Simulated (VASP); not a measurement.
# GeB2C2 (P1) in VASP: settings compared

The runs below take GeB2C2 through relaxation of cell and atoms, single point, with PBE, r2SCAN.

Program: VASP 6.6.1. These are calculated values, not measurements. Logs are shortened: lines on timing, memory, paths and dates and some standing lists are left out, and cuts for length are marked.

### 1 The structure

The typed cell holds 5 atoms: a = 2.755 Å, b = 4.673 Å, c = 5.052 Å, α = 92.78°, β = 91.01°, γ = 90.01°.

The cell was built by a generator and needn't be a form met in nature.

### 2 Relaxation of cell and atoms, PBE

Input file INCAR:

```
PREC = Accurate
ENCUT = 520
EDIFF = 1E-6
ISMEAR = 0
SIGMA = 0.1
LREAL = F
LASPH = T
NELM = 120
ALGO = Normal
ISIF = 3
LWAVE = F
LCHARG = F
GGA = PE
IBRION = 2
NSW = 90
EDIFFG = -0.01
KPAR = 4
```

Input file KPOINTS:

```
Automatic mesh
0
Gamma
  10 6 6
```

Input file POSCAR:

```
GeB2C2
1.0
    2.7549010500      0.0000000000      0.0000000000
   -0.0008472900      4.6726219900      0.0000000000
   -0.0890473600     -0.2450083900      5.0449947100
Ge B C
1 2 2
Direct
    0.9726884400      0.0231199400      0.1434620500
    0.4867317800      0.1692531200      0.5106570900
    0.9854494700      0.6579872000      0.4666817600
    0.9859141900      0.3269085200      0.4807690700
    0.4855534800      0.8301681700      0.4705564200
```

Potentials or basis: VASP PAW PBE potentials, release 64 (Ge_d, B, C).

Started as:

```bash
> cat potpaw_PBE.64/Ge_d/POTCAR potpaw_PBE.64/B/POTCAR potpaw_PBE.64/C/POTCAR > POTCAR
> mpirun -np 4 vasp_std > vasp.out
```

OUTCAR:

```text
PREC = Accurate
   ENCUT = 520
   EDIFF = 1E-6
   ISMEAR = 0
   LREAL = F
   LASPH = T
   NELM = 120
   ISIF = 3
   GGA = PE
   IBRION = 2
   NSW = 90
   EDIFFG = -0.01

 ion  position               nearest neighbor table
   1  0.973  0.023  0.143-   4 2.16   5 2.36   5 2.37   2 2.38   2 2.39   3 2.42
   2  0.487  0.169  0.511-   4 1.57   4 1.57   5 1.59   1 2.38   1 2.39
   3  0.985  0.658  0.467-   4 1.55   5 1.59   5 1.60   1 2.42
   4  0.986  0.327  0.481-   3 1.55   2 1.57   2 1.57   1 2.16
   5  0.486  0.830  0.471-   2 1.59   3 1.59   3 1.60   1 2.36   1 2.37

  LATTYP: Found a triclinic cell.
 ALAT       =     5.7112850245
 B/A-ratio  =     0.4823609815
 C/A-ratio  =     0.8181384832
 COS(alpha) =     0.0001813307
 COS(beta)  =     0.0429836344
 COS(gamma) =     0.4667695061

  Lattice vectors:

 A1 = (  -2.6658536900,   0.2450083900,  -5.0449947100)
 A2 = (  -2.7549010500,   0.0000000000,   0.0000000000)
 A3 = (  -0.0008472900,   4.6726219900,   0.0000000000)

Analysis of symmetry for initial positions (statically):
=====================================================================
 Subroutine PRICEL returns:
 Original cell was already a primitive cell.

 Routine SETGRP: Setting up the symmetry group for a
 triclinic supercell.

 Subroutine GETGRP returns: Found  1 space group operations
 (whereof  1 operations were pure point group operations)
 out of a pool of  2 trial point group operations.

The static configuration has the point symmetry C_1 .

Analysis of symmetry for dynamics (positions and initial velocities):
=====================================================================
 Subroutine PRICEL returns:
 Original cell was already a primitive cell.

 Routine SETGRP: Setting up the symmetry group for a
 triclinic supercell.

 Subroutine GETGRP returns: Found  1 space group operations
 (whereof  1 operations were pure point group operations)
 out of a pool of  2 trial point group operations.

The dynamic configuration has the point symmetry C_1 .

 Subroutine INISYM returns: Found  1 space group operations
 (whereof  1 operations are pure point group operations),
 and found     1 'primitive' translations

----------------------------------------------------------------------------------------

                                     Primitive cell

  volume of cell :      64.9423

  direct lattice vectors                    reciprocal lattice vectors
     2.754901050  0.000000000  0.000000000     0.362989444  0.000065821  0.006410191
    -0.000847290  4.672621990  0.000000000     0.000000000  0.214012604  0.010393447
    -0.089047360 -0.245008390  5.044994710     0.000000000  0.000000000  0.198216263

  length of vectors
     2.754901050  4.672622067  5.051725464     0.363046046  0.214264832  0.198216263

  position of ions in fractional coordinates (direct lattice)
     0.972688440  0.023119940  0.143462050
     0.486731780  0.169253120  0.510657090
     0.985449470  0.657987200  0.466681760
     0.985914190  0.326908520  0.480769070
     0.485553480  0.830168170  0.470556420

  ion indices of the primitive-cell ions
   primitive index   ion index
                 1           1
                 2           2
                 3           3
                 4           4
                 5           5

----------------------------------------------------------------------------------------

 KPOINTS: Automatic mesh

Automatic generation of k-mesh.
 Grid dimensions read from file:
 generate k-points for:   10    6    6

 Generating k-lattice:

  Cartesian coordinates                     Fractional coordinates (reciprocal lattice)
     0.036298944  0.000006582  0.000641019     0.100000000  0.000000000  0.000000000
     0.000000000  0.035668767  0.001732241     0.000000000  0.166666667 -0.000000000
     0.000000000  0.000000000  0.033036044     0.000000000  0.000000000  0.166666667

  Length of vectors
     0.036304605  0.035710805  0.033036044

  Shift w.r.t. Gamma in fractional coordinates (k-lattice)
     0.000000000  0.000000000  0.000000000

[... 44 lines left out ...]

--------------------------------------- Ionic step        1  -------------------------------------------

 number of electron      28.0000007 magnetization

 Free energy of the ion-electron system (eV)
  ---------------------------------------------------
  ext. energy  EPLUGINS =         0.00000000
  ---------------------------------------------------
  free energy    TOTEN  =       -34.86391144 eV

  energy without entropy =      -34.86231166  energy(sigma->0) =      -34.86311155

------------------------ aborting loop because EDIFF is reached ----------------------------------------

  FORCE on cell =-STRESS in cart. coord.  units (eV):
  Direction    XX          YY          ZZ          XY          YZ          ZX
  --------------------------------------------------------------------------------------
  -------------------------------------------------------------------------------------
  Total       -0.0349867      0.1254266      0.2748391     -0.0051696     -0.0467662     -0.0047503
  in kB       -0.8631498      3.0943754      6.7805012     -0.1275377     -1.1537594     -0.1171926
  external PRESSURE =       3.0039089 kB  Pullay stress =       0.0000000 kB
[... 98 lines left out ...]
  FREE ENERGIE OF THE ION-ELECTRON SYSTEM (eV)
  ---------------------------------------------------
  free  energy   TOTEN  =       -34.8650178750 eV

  energy  without entropy=      -34.8635215408  energy(sigma->0) =      -34.86426971

 E-fermi :   3.1851     XC(G=0):  -9.4088

 val. band max:        3.1519017456   @ k =   0.4000   0.5000   0.0000
 cond. band min:       3.2537405062   @ k =   0.5000   0.0000   0.5000
 fundamental gap:      0.1018387607
 Fermi energy:         3.1851247932

 k-point     1 :       0.0000    0.0000    0.0000
  band No.  band energies     occupation
      1     -21.8437      2.00000
      2     -21.7064      2.00000
      3     -21.6905      2.00000
      4     -21.6770      2.00000
      5     -21.6564      2.00000
      6     -12.1948      2.00000
[... 481 lines left out ...]
      5     -21.6694      2.00000
      6     -10.4046      2.00000
[... 10 lines left out ...]
     17       7.4752      0.00000
     18       8.5841      0.00000

 [... further k-points ...]

[... ionic steps 4 to 26 ...]

--------------------------------------- Ionic step       27  -------------------------------------------

 number of electron      27.9999988 magnetization

------------------------ aborting loop because EDIFF is reached ----------------------------------------
[... 73 lines left out ...]
--------------------------------------- Ionic step       29  -------------------------------------------

 number of electron      27.9999988 magnetization

 Free energy of the ion-electron system (eV)
  ---------------------------------------------------
  ext. energy  EPLUGINS =         0.00000000
  ---------------------------------------------------
  free energy    TOTEN  =       -34.87508152 eV

  energy without entropy =      -34.87446469  energy(sigma->0) =      -34.87477310

 E-fermi :   2.8107     XC(G=0):  -9.0483

 val. band max:        2.7429875063   @ k =   0.5000   0.0000   0.5000
 cond. band min:       2.8823513226   @ k =   0.4000   0.5000   0.0000
 fundamental gap:      0.1393638163
 Fermi energy:         2.8106858647

 k-point     1 :       0.0000    0.0000    0.0000
  band No.  band energies     occupation
      1     -22.2651      2.00000
      2     -22.1276      2.00000
      3     -22.1071      2.00000
      4     -22.0916      2.00000
      5     -22.0758      2.00000
      6     -12.6626      2.00000
[... 481 lines left out ...]
      5     -22.0843      2.00000
      6     -10.8746      2.00000
[... 10 lines left out ...]
     17       7.1298      0.00000
     18       8.2242      0.00000

 [... further k-points ...]

------------------------ aborting loop because EDIFF is reached ----------------------------------------

  FORCE on cell =-STRESS in cart. coord.  units (eV):
  Direction    XX          YY          ZZ          XY          YZ          ZX
  --------------------------------------------------------------------------------------
  -------------------------------------------------------------------------------------
  Total        0.0087686      0.0199675      0.0147273     -0.0037726      0.0067484      0.0076507
  in kB        0.2022516      0.4605586      0.3396918     -0.0870166      0.1556538      0.1764660
  external PRESSURE =       0.3341674 kB  Pullay stress =       0.0000000 kB
[... 20 lines left out ...]
  FREE ENERGIE OF THE ION-ELECTRON SYSTEM (eV)
  ---------------------------------------------------
  free  energy   TOTEN  =       -34.8750815179 eV

  energy  without entropy=      -34.8744646858  energy(sigma->0) =      -34.87477310

 reached required accuracy - stopping structural energy minimisation
```

Run time: 4.6 min. Hardware: 4 MPI ranks of Intel Xeon 6975P-C (Granite Rapids), shared host; peak memory 0.36 GiB.

What came out:

```yaml
Free_energy: -34.8751 eV
Relaxed_volume: 13.89 Å³/atom
Relaxed_cell: a = 2.754 Å, b = 4.675 Å, c = 5.406 Å, α = 93.51°, β = 90.70°, γ = 90.00°
Space_group_after_relaxing_to_0.05_Å: P1 (No. 1)
Energy_gained_by_relaxing: 2.2 meV/atom
Ionic_steps: 29
Pressure_after_relaxing: 0.0 GPa
Largest_force_after_relaxing: 0.009 eV/Å
Band_gap_on_the_k_mesh: 0.14 eV, indirect (least direct gap 1.20 eV)
```

Forces on the atoms (eV/Å):
```
Ge   0.000 -0.008  0.002
B    0.006  0.000  0.004
B   -0.002  0.000  0.000
C    0.001  0.007 -0.006
C   -0.005  0.001  0.000
```

The path:
```csv
step,energy change (eV),largest force (eV/Å),pressure (GPa),volume (Å³)
1,0.0000,0.0361,0.30,64.94
2,-0.0008,0.0707,0.11,65.17
3,-0.0011,0.1113,-0.15,65.43
4,-0.0015,0.1124,-0.21,65.50
5,-0.0024,0.1161,-0.15,65.70
6,-0.0037,0.1224,-0.14,66.11
7,-0.0040,0.2468,-0.01,66.92
8,-0.0043,0.1751,-0.07,66.60
9,-0.0049,0.1529,-0.05,66.70
10,-0.0065,0.1192,0.03,67.00
11,-0.0080,0.1273,0.22,67.60
12,-0.0081,0.1419,0.27,67.74
13,-0.0089,0.0874,0.17,67.98
14,-0.0093,0.1133,0.00,68.36
15,-0.0098,0.0789,-0.04,68.53
16,-0.0102,0.0897,-0.17,69.02
17,-0.0107,0.0453,-0.02,69.17
18,-0.0106,0.0810,0.15,69.34
19,-0.0107,0.0548,0.09,69.24
20,-0.0109,0.0338,0.01,69.33
21,-0.0109,0.0406,-0.03,69.36
22,-0.0110,0.0238,0.01,69.38
23,-0.0110,0.0229,0.02,69.38
24,-0.0111,0.0198,-0.01,69.41
25,-0.0111,0.0273,0.03,69.41
26,-0.0111,0.0447,0.01,69.43
27,-0.0112,0.0154,-0.03,69.46
28,-0.0112,0.0138,0.03,69.46
29,-0.0112,0.0092,0.03,69.46
```

Final structure:
```cif
data_structure
_symmetry_space_group_name_H-M 'P 1'
_symmetry_Int_Tables_number 1
_cell_length_a 2.7541
_cell_length_b 4.6747
_cell_length_c 5.4060
_cell_angle_alpha 93.511
_cell_angle_beta 90.704
_cell_angle_gamma 89.998
_cell_volume 69.46
loop_
_atom_site_label
_atom_site_type_symbol
_atom_site_fract_x
_atom_site_fract_y
_atom_site_fract_z
_atom_site_occupancy
Ge1 Ge 0.97715 0.02095 0.16289 1
B1 B 0.48532 0.17027 0.50533 1
B2 B 0.98457 0.65780 0.46212 1
C1 C 0.98466 0.32768 0.47672 1
C2 C 0.48463 0.83073 0.46506 1
```

A k mesh can miss the band edges. Expect the measured gap to be larger: semilocal functionals such as PBE lack the derivative discontinuity.

### 3 Relaxation of cell and atoms, PBE

This run uses another cell than the first one, of 13.89 Å³/atom, 1.070 times its volume.

Input file INCAR:

```
PREC = Accurate
ENCUT = 520
EDIFF = 1E-7
ISMEAR = 0
SIGMA = 0.1
LREAL = F
LASPH = T
NELM = 120
ALGO = Normal
ISIF = 3
LWAVE = F
LCHARG = F
GGA = PE
IBRION = 2
NSW = 60
EDIFFG = -0.005
POTIM = 0.3
KPAR = 4
```

KPOINTS is that of step 2.

Input file POSCAR:

```
GeB2C2                                  
1.0
    2.7540498636      0.0003613892      0.0057783074
   -0.0003475862      4.6745021181     -0.0391109917
   -0.0777133832     -0.2859122384      5.3978657006
  Ge              B               C             
     1     2     2
Direct
     0.9771546263523653    0.0209490281941435    0.1628935072837402
     0.4853192218013916    0.1702748079377225    0.5053312041327175
     0.9845705458053073    0.6577987913770693    0.4621222587951578
     0.9846614983740415    0.3276831360070037    0.4767242991907356
     0.4846314676668946    0.8307311864840670    0.4650551205976501
```

Potentials or basis: VASP PAW PBE potentials, release 64 (Ge_d, B, C).

Started as:

```bash
> cat potpaw_PBE.64/Ge_d/POTCAR potpaw_PBE.64/B/POTCAR potpaw_PBE.64/C/POTCAR > POTCAR
> mpirun -np 4 vasp_std > vasp.out
```

Run time: 6.4 min. Hardware: 4 MPI ranks of Intel Xeon 6975P-C (Granite Rapids), shared host; peak memory 0.37 GiB.

It converged, with:

```yaml
Free_energy: -34.8780 eV
Relaxed_volume: 14.06 Å³/atom
Relaxed_cell: a = 2.754 Å, b = 4.675 Å, c = 5.471 Å, α = 93.73°, β = 90.59°, γ = 90.00°
Space_group_after_relaxing_to_0.05_Å: P1 (No. 1)
Energy_gained_by_relaxing: 0.1 meV/atom
Ionic_steps: 36
Pressure_after_relaxing: 0.0 GPa
Largest_force_after_relaxing: 0.004 eV/Å
Band_gap_on_the_k_mesh: 0.18 eV, indirect (least direct gap 1.24 eV)
```

Forces on the atoms (eV/Å):
```
Ge   0.001 -0.002  0.002
B   -0.001  0.002 -0.003
B    0.002 -0.001  0.000
C   -0.003 -0.001 -0.001
C    0.001  0.002  0.002
```

The path:
```tsv
step	energy change (eV)	largest force (eV/Å)	pressure (GPa)	volume (Å³)
1	0.0000	0.0098	0.05	69.46
2	0.0000	0.0105	0.02	69.49
3	0.0000	0.0152	-0.02	69.51
4	0.0000	0.0141	-0.03	69.52
5	0.0000	0.0159	-0.03	69.55
6	0.0000	0.0225	-0.04	69.61
7	-0.0001	0.0218	-0.05	69.62
8	-0.0001	0.0199	-0.01	69.64
9	-0.0001	0.0179	0.04	69.68
10	-0.0001	0.0352	0.14	69.77
11	-0.0001	0.0193	0.05	69.70
12	-0.0001	0.0158	0.06	69.73
13	-0.0002	0.0203	0.02	69.81
14	-0.0002	0.0243	0.02	69.83
15	-0.0002	0.0126	0.00	69.88
16	-0.0002	0.0184	-0.01	69.93
17	-0.0002	0.0124	0.02	69.97
18	-0.0003	0.0190	0.03	70.02
19	-0.0003	0.0114	0.01	70.08
20	-0.0003	0.0116	0.00	70.09
21	-0.0003	0.0098	0.01	70.12
22	-0.0003	0.0208	-0.02	70.16
23	-0.0003	0.0177	0.01	70.15
24	-0.0003	0.0118	-0.01	70.17
25	-0.0003	0.0059	-0.02	70.19
26	-0.0003	0.0182	-0.04	70.25
27	-0.0003	0.0060	-0.01	70.21
28	-0.0003	0.0116	-0.03	70.23
29	-0.0003	0.0079	-0.01	70.22
30	-0.0003	0.0085	-0.03	70.24
31	-0.0003	0.0091	-0.02	70.25
32	-0.0003	0.0105	0.02	70.28
33	-0.0003	0.0097	0.01	70.27
34	-0.0003	0.0068	0.00	70.27
35	-0.0003	0.0100	0.00	70.28
36	-0.0003	0.0038	0.00	70.28
```

Final structure:
```yaml
crystal:
  lattice:
    - [2.75412, 0.00028, 0.00831]
    - [-0.00049, 4.67472, -0.04983]
    - [-0.07288, -0.29781, 5.46206]
  atoms:
    - { symbol: Ge, position: [0.97799, 0.01936, 0.16603] }
    - { symbol: B, position: [0.48521, 0.17083, 0.50433] }
    - { symbol: B, position: [0.98420, 0.65806, 0.46151] }
    - { symbol: C, position: [0.98465, 0.32808, 0.47583] }
    - { symbol: C, position: [0.48428, 0.83110, 0.46443] }
```

Levels at points of the mesh, in eV from the valence-band top:
| k point | band 12 | band 13 | band 14 | band 15 | band 16 | band 17 |
| --- | --- | --- | --- | --- | --- | --- |
| (0.00, 0.00, 0.00) | -2.19 | -0.19 | -0.04 | 1.84 | 3.02 | 5.92 |
| (0.50, 0.00, 0.00) | -3.91 | -3.22 | -0.58 | 1.01 | 2.02 | 3.47 |
| (0.00, 0.50, 0.00) | -3.34 | -2.18 | -1.77 | 0.99 | 5.84 | 6.44 |
| (0.50, 0.50, 0.00) | -3.06 | -2.56 | -1.14 | 1.00 | 1.69 | 2.81 |
| (0.00, 0.00, 0.50) | -2.44 | -0.19 | -0.04 | 1.73 | 3.43 | 3.95 |
| (0.50, 0.00, 0.50) | -4.20 | -3.55 | 0.00 | 1.82 | 1.97 | 3.73 |
| (0.00, 0.50, 0.50) | -2.18 | -2.04 | -1.77 | 2.38 | 3.70 | 6.12 |
| (0.50, 0.50, 0.50) | -3.08 | -2.59 | -1.34 | 1.37 | 2.77 | 3.22 |

A k mesh can miss the band edges. A hybrid or GW would open this gap; PBE tends to underestimate it.

### 4 Single point, r2SCAN

This run uses another cell than the first one, of 14.06 Å³/atom, 1.082 times its volume.

Input file INCAR:

```
SYSTEM = GeB2C2
  PREC = Accurate
  ENCUT = 520
  EDIFF = 1E-6
  ISMEAR = 0
  SIGMA = 0.1
  LREAL = .False.
  LASPH = .True.
  NELM = 150
  ALGO = Normal
  ISIF = 2
  LWAVE = .False.
  LCHARG = .False.
  METAGGA = R2SCAN
  LMIXTAU = .True.
  KPAR = 4
```

Input file KPOINTS:

```
regular mesh
0
Gamma
  10 6 6
  0 0 0
```

Input file POSCAR:

```
GeB2C2                                  
1.0
    2.7541186375      0.0002842730      0.0083122681
   -0.0004879198      4.6747179817     -0.0498264621
   -0.0728768425     -0.2978075854      5.4620640751
  Ge              B               C             
     1     2     2
Direct
     0.9779901199244430    0.0193643416670409    0.1660331075140294
     0.4852143157595372    0.1708331836494584    0.5043282151034703
     0.9842022837723431    0.6580639754543212    0.4615091923525819
     0.9846517822248205    0.3280791837987285    0.4758269822191322
     0.4842788583188486    0.8310962654304571    0.4644288928107805
```

Started as:

```bash
> cat potpaw_PBE.64/Ge_d/POTCAR potpaw_PBE.64/B/POTCAR potpaw_PBE.64/C/POTCAR > POTCAR
> mpirun -np 4 vasp_std > vasp.out
```

Wall time 2 min (4 MPI ranks of Intel Xeon 6975P-C (Granite Rapids), shared host); peak memory 0.36 GiB.

Results (log left out):

```yaml
Free_energy: -46.8854 eV
Pressure: -1.9 GPa
Largest_force: 0.206 eV/Å
Band_gap_on_the_k_mesh: 0.27 eV, indirect (least direct gap 1.36 eV)
```

Forces on the atoms (eV/Å):
```
Ge   0.004  0.047  0.200
B   -0.002  0.000  0.011
B    0.002 -0.062  0.011
C   -0.004 -0.112 -0.121
C    0.000  0.127 -0.101
```

Stress tensor (GPa, compression positive):
```
-2.31  0.00 -0.01
 0.00 -2.22 -0.23
-0.01 -0.23 -1.31
```

Levels at points of the mesh, in eV from the valence-band top:
```csv
k point,band 10,band 11,band 12,band 13,band 14,band 15,band 16,band 17,band 18
"(0.00, 0.00, 0.00)",-4.34,-3.42,-2.31,-0.27,-0.12,2.09,3.22,6.06,6.51
"(0.50, 0.00, 0.00)",-5.98,-5.60,-4.09,-3.42,-0.60,1.13,2.19,3.84,5.78
"(0.00, 0.50, 0.00)",-4.02,-3.70,-3.50,-2.38,-1.95,1.04,6.33,6.91,7.33
"(0.50, 0.50, 0.00)",-4.24,-3.54,-3.32,-2.77,-1.18,1.12,1.84,3.14,4.69
"(0.00, 0.00, 0.50)",-3.42,-3.07,-2.57,-0.27,-0.12,1.89,3.74,4.23,7.23
"(0.50, 0.00, 0.50)",-6.04,-5.62,-4.42,-3.76,0.00,1.97,2.18,4.12,5.66
"(0.00, 0.50, 0.50)",-4.04,-3.83,-2.37,-2.14,-1.95,2.54,4.03,6.37,7.07
"(0.50, 0.50, 0.50)",-4.56,-3.84,-3.33,-2.80,-1.39,1.51,2.96,3.53,5.87
```

Caveat: the PAW data sets were made with another functional, which shifts forces and pressure a little. A k mesh can miss the band edges.
